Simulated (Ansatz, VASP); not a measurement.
**Pd12S (Pd(111)): VASP beside Ansatz**

Wanted: the spread between two codes on one cell, functional and k mesh. The cell is taken from a series of runs on this material, whose earlier steps may have relaxed, scaled, displaced or heated it; both programs get it as it stands. Valence electrons are named where the data sets of a main pair hold unlike numbers.

Program: Ansatz 0.2.0. Level of theory: plane waves, with VASP 6.6.1 beside it; single point at PBEsol. Results are calculated unless marked as measured.

### 1. The structure

The cell holds 13 atoms: 12 Pd and 1 S. Its edges and angles: a = 5.475 Å, b = 5.475 Å, c = 19.471 Å, α = 90.0°, β = 90.0°, γ = 60.0°. It derives from Pd. As first built, before any earlier steps moved the atoms (in the runner's words): S over the hcp site of Pd(111). Vacuum lies along c.

### 2. VASP: single point, PBEsol

A single point gives forces, pressure and levels at one fixed geometry, so differences don't come from the geometry; what else differs is listed under the comparison.

Lines of VASP's logs that name or quote its potential files are left out, and so is its time.

Contents of INCAR:

```
SYSTEM = Pd12S
PREC = Accurate
ENCUT = 400
EDIFF = 1E-06
NELM = 100
ISMEAR = 1
SIGMA = 0.15
LREAL = .FALSE.
ALGO = Normal
GGA = PS
NBANDS = 78
LASPH = .TRUE.
LORBIT = 11
LWAVE = .FALSE.
LCHARG = .FALSE.
KPAR = 4
ISIF = 0
LDIPOL = .TRUE.
IDIPOL = 3
DIPOL = 0.5 0.5 0.515
LVHAR = .TRUE.
```

Contents of POSCAR:

```
Pd12S
1.0
    5.4754143377      0.0000000000      0.0000000000
    2.7377071689      4.7418479127      0.0000000000
    0.0000000000      0.0000000000     19.4706570859
Pd S
12 1
Direct
    0.1666666700      0.1666666700      0.3851950100
    0.6666666700      0.1666666700      0.3851950100
    0.1666666700      0.6666666700      0.3851950100
    0.6666666700      0.6666666700      0.3851950100
    0.8327419888      0.3345160125      0.5010541205
    0.3333333300      0.3333333300      0.4991026542
    0.8327419888      0.8327419888      0.5010541205
    0.3345160125      0.8327419888      0.5010541205
    0.0000000000      0.0000000000      0.6126547035
    0.5022478914      0.9955042172      0.6173826588
    0.9955042172      0.5022478914      0.6173826588
    0.5022478914      0.5022478914      0.6173826588
    0.3333333300      0.3333333300      0.6969138363
```

Contents of KPOINTS:

```
Automatic mesh
0
Gamma
6 6 1
0 0 0
```

Potentials, in the order of the species: Pd and S (PBE family, release 64).

Run with:

```bash
mpirun -np 4 vasp_std
```

Numbers of over 12 decimals in the logs are rounded to 6 here.

The program printed:

```text
[banner, memory and clock lines left out]
running    4 mpi-ranks, on    1 nodes
 distrk:  each k-point on    1 cores,    4 groups
 distr:  one band on    1 cores,    1 groups

 POSCAR found type information on POSCAR PdS
 POSCAR found :  2 types and      13 ions
|                                                                             |
|               ----> ADVICE to this user running VASP <----                  |
|                                                                             |
|     You enforced a specific xc type in the INCAR file but a different       |
|     [... a line on the potential file left out ...]
|     I HOPE YOU KNOW WHAT YOU ARE DOING!                                     |
|                                                                             |

 LDA part: xc-table for (Slater+PW92), standard interpolation
 POSCAR, INCAR and KPOINTS ok, starting setup
 FFT: planning ... GRIDC
 FFT: planning ... GRID_SOFT
 FFT: planning ... GRID
 WAVECAR not read
 entering main loop
       N       E                     dE             d eps       ncg     rms          rms(c)
DAV:   1     0.735455173112E+03    0.73546E+03   -0.50087E+04  1092   0.114E+03
DAV:   2    -0.336632561204E+02   -0.76912E+03   -0.72474E+03  1266   0.274E+02
DAV:   3    -0.756890661983E+02   -0.42026E+02   -0.38614E+02  1252   0.604E+01
DAV:   4    -0.768583316075E+02   -0.11693E+01   -0.11599E+01  1184   0.107E+01
DAV:   5    -0.769093209561E+02   -0.50989E-01   -0.50979E-01  1360   0.219E+00    0.290E+01
DAV:   6    -0.785920062121E+02   -0.16827E+01   -0.31186E+01  1146   0.364E+01    0.268E+01
DAV:   7    -0.863536515389E+02   -0.77616E+01   -0.36254E+01  1282   0.598E+01    0.266E+01
DAV:   8    -0.781729564051E+02    0.81807E+01   -0.45715E+01  1202   0.418E+01    0.195E+01
DAV:   9    -0.740176434958E+02    0.41553E+01   -0.10055E+01  1136   0.247E+01    0.988E+00
DAV:  10    -0.736596943566E+02    0.35795E+00   -0.77637E+00  1170   0.200E+01    0.929E+00
DAV:  11    -0.726522939873E+02    0.10074E+01   -0.49886E+00  1160   0.140E+01    0.567E+00
DAV:  12    -0.725454939149E+02    0.10680E+00   -0.15577E+00  1178   0.677E+00    0.346E+00
DAV:  13    -0.724692183965E+02    0.76276E-01   -0.26470E-01  1146   0.399E+00    0.176E+00
DAV:  14    -0.724443689056E+02    0.24849E-01   -0.88096E-02  1148   0.186E+00    0.121E+00
[...]
DAV:  25    -0.724303795718E+02   -0.99960E-04   -0.17888E-05  1186   0.162E-02    0.671E-03
DAV:  26    -0.724304265942E+02   -0.47022E-04   -0.17728E-06   810   0.832E-03    0.325E-03
DAV:  27    -0.724305048992E+02   -0.78305E-04   -0.40418E-06   890   0.915E-03    0.582E-03
DAV:  28    -0.724305385960E+02   -0.33697E-04   -0.19390E-06   812   0.689E-03    0.210E-03
DAV:  29    -0.724305476360E+02   -0.90399E-05   -0.43964E-07   756   0.211E-03    0.836E-04
DAV:  30    -0.724305515490E+02   -0.39130E-05   -0.20200E-07   682   0.114E-03    0.105E-03
DAV:  31    -0.724305548314E+02   -0.32824E-05   -0.23804E-07   710   0.126E-03    0.320E-04
DAV:  32    -0.724305553009E+02   -0.46948E-06   -0.51842E-08   730   0.547E-04
   1 F= -.72430555E+02 E0= -.72426771E+02  d E =-.113523E-01
```

OUTCAR, selected parts (step 2):

```text
ion  position               nearest neighbor table
   1  0.167  0.167  0.385-   6 2.72   4 2.74   4 2.74   2 2.74   2 2.74   3 2.74   3 2.74   5 2.76
                             8 2.76
   2  0.667  0.167  0.385-   6 2.72   3 2.74   3 2.74   1 2.74   1 2.74   4 2.74   4 2.74   5 2.76
                             7 2.76
   3  0.167  0.667  0.385-   6 2.72   2 2.74   2 2.74   4 2.74   4 2.74   1 2.74   1 2.74   8 2.76
                             7 2.76
   4  0.667  0.667  0.385-   1 2.74   1 2.74   3 2.74   3 2.74   2 2.74   2 2.74   7 2.75   8 2.75
                             5 2.75
   5  0.833  0.335  0.501-   9 2.69   8 2.73   7 2.73   6 2.74   6 2.74   8 2.75   7 2.75   4 2.75
                            12 2.75  11 2.75   2 2.76   1 2.76
   6  0.333  0.333  0.499-   1 2.72   2 2.72   3 2.72   5 2.74   8 2.74   7 2.74   7 2.74   5 2.74
                             8 2.74  11 2.81  10 2.81  12 2.81
   7  0.833  0.833  0.501-   9 2.69   8 2.73   5 2.73   6 2.74   6 2.74   8 2.75   5 2.75   4 2.75
                            10 2.75  11 2.75   3 2.76   2 2.76
   8  0.335  0.833  0.501-   9 2.69   5 2.73   7 2.73   6 2.74   6 2.74   5 2.75   7 2.75   4 2.75
                            12 2.75  10 2.75   3 2.76   1 2.76
   9  0.000  0.000  0.613-   8 2.69   5 2.69   7 2.69  12 2.74  12 2.74  10 2.74  10 2.74  11 2.74
                            11 2.74
  10  0.502  0.996  0.617-  13 2.23  11 2.70  12 2.70   9 2.74   9 2.74   7 2.75   8 2.75  11 2.77
                            12 2.77   6 2.81
  11  0.996  0.502  0.617-  13 2.23  10 2.70  12 2.70   9 2.74   9 2.74   7 2.75   5 2.75  10 2.77
                            12 2.77   6 2.81
  12  0.502  0.502  0.617-  13 2.23  11 2.70  10 2.70   9 2.74   9 2.74   5 2.75   8 2.75  11 2.77
                            10 2.77   6 2.81
  13  0.333  0.333  0.697-  11 2.23  10 2.23  12 2.23

  LATTYP: Found a hexagonal cell.
 ALAT       =     5.4754143377
 C/A-ratio  =     3.5560152867

 Subroutine GETGRP returns: Found  6 space group operations
 (whereof  6 operations were pure point group operations)

The static configuration has the point symmetry C_3v.

 Found      7 irreducible k-points:

   k-points           NKPTS =      7   k-points in BZ     NKDIM =      7   number of bands    NBANDS=     78

   dimension x,y,z NGX =    36 NGY =   36 NGZ =  128
   dimension x,y,z NGXF=    72 NGYF=   72 NGZF=  256

   ENCUT  =  400.0 eV  29.40 Ry    5.42 a.u.   8.93  8.93 31.75*2*pi/ulx,y,z

   NELECT =     126.0000    total number of electrons

 k-points in reciprocal lattice and weights: Automatic mesh
   0.00000000  0.00000000  0.00000000       0.028
   0.16666667  0.00000000  0.00000000       0.167
   0.33333333  0.00000000  0.00000000       0.167
   0.50000000 -0.00000000  0.00000000       0.083
   0.33333333  0.16666667  0.00000000       0.167
   0.50000000  0.16666667  0.00000000       0.333
  -0.33333333  0.33333333  0.00000000       0.056

 dipolmoment           0.000000      0.000000     -0.022247 electrons x Angstroem

 average (electrostatic) potential at core
       1 -79.3820       2 -79.3820       3 -79.3820       4 -79.4877       5 -79.7805
       6 -79.7750       7 -79.7805       8 -79.7805       9 -79.4477      10 -80.2027
      11 -80.2027      12 -80.2027      13 -92.1863

 E-fermi :   0.3083

 k-point     1 :       0.0000    0.0000    0.0000
  band No.  band energies     occupation
    ...
     54       0.1178      2.07032
     55       0.1826      1.99826
     56       0.1826      1.99826
     57       0.2661      1.45632
     58       0.2661      1.45631
     59       0.4542     -0.04406
     60       0.4750     -0.06632
     61       0.4750     -0.06632
     62       0.6714     -0.00328
     63       0.6714     -0.00328
    ...

 k-point     2 :       0.1667    0.0000    0.0000
  band No.  band energies     occupation
    ...
     58       0.1934      1.96178
     59       0.2102      1.88547
     60       0.2940      1.16127
     61       0.3013      1.07962
     62       0.3508      0.54126
     63       0.3687      0.37575
     64       0.4891     -0.07080
     65       0.4985     -0.07038
     66       0.7499     -0.00026
     67       1.1905     -0.00000
    ...

 k-point     3 :       0.3333    0.0000    0.0000
  band No.  band energies     occupation
    ...
     60      -0.0503      2.00372
     61       0.1687      2.03268
     62       0.1788      2.00916
     63       0.2219      1.81770
     64       0.3423      0.62708
     65       0.4374     -0.00794
     66       0.7115     -0.00096
     67       0.7808     -0.00008
     68       1.7563     -0.00000
     69       2.3768     -0.00000
    ...

  energy-cutoff  :      400.00
  volume of cell :      505.53
      direct lattice vectors                 reciprocal lattice vectors
     5.475414338  0.000000000  0.000000000     0.182634580 -0.105444124  0.000000000
     2.737707169  4.741847913  0.000000000     0.000000000  0.210888248  0.000000000
     0.000000000  0.000000000 19.470657086     0.000000000  0.000000000  0.051359335

 POSITION                                       TOTAL-FORCE (eV/Angst)
 -----------------------------------------------------------------------------------
      1.36885      0.79031      7.50000        -0.001460     -0.000843     -0.089575
      4.10656      0.79031      7.50000         0.001460     -0.000843     -0.089575
      2.73771      3.16123      7.50000         0.000000      0.001686     -0.089575
      5.47541      3.16123      7.50000        -0.000000     -0.000000      0.163369
      5.47541      1.58622      9.75585         0.000000      0.004940      0.009042
      2.73771      1.58062      9.71786        -0.000000     -0.000000      0.038903
      6.83941      3.94874      9.75585        -0.004278     -0.002470      0.009042
      4.11142      3.94874      9.75585         0.004278     -0.002470      0.009042
      0.00000      0.00000     11.92879        -0.000000      0.000000      0.017171
      5.47541      4.72053     12.02085        -0.000000     -0.022049      0.002338
      6.82581      2.38158     12.02085        -0.019095      0.011024      0.002338
      4.12502      2.38158     12.02085         0.019095      0.011024      0.002338
      2.73771      1.58062     13.56937        -0.000000      0.000000      0.015146
 -----------------------------------------------------------------------------------
    total drift:                                0.000014      0.000008     -0.000447

  FREE ENERGIE OF THE ION-ELECTRON SYSTEM (eV)
  ---------------------------------------------------
  free  energy   TOTEN  =       -72.4305553009 eV

  energy  without entropy=      -72.4192030156  energy(sigma->0) =      -72.42677121

 vacuum level on the upper side and lower side of the slab         5.583         5.739

 total charge
# of ion       s       p       d       tot
------------------------------------------
    1        0.470   0.366   8.488   9.325
    2        0.470   0.366   8.488   9.325
    3        0.470   0.366   8.488   9.325
    4        0.465   0.369   8.473   9.307
    5        0.483   0.494   8.469   9.447
    6        0.468   0.486   8.464   9.417
    7        0.483   0.494   8.469   9.447
    8        0.483   0.494   8.469   9.447
    9        0.451   0.385   8.533   9.369
   10        0.510   0.533   8.494   9.537
   11        0.510   0.533   8.494   9.537
   12        0.510   0.533   8.494   9.537
   13        1.359   2.228   0.000   3.587
--------------------------------------------------
tot          7.132   7.649 101.824 116.605

[... 3 further parts left out ...]
```

(Continued in part 2 of 2.)

[Lines on the potential files, build, host, timing and source positions are cut from VASP's logs without a mark.]

[Logs are printed without paths, hosts, clocks, repeated set-up lines and the standing remarks that a program may print on its own settings, such as how far it seeks lower states.]

[Hosts, paths, dates, database ids (printed as entryN), source tags and the programs' standing remarks are cut or masked in the printed files.]
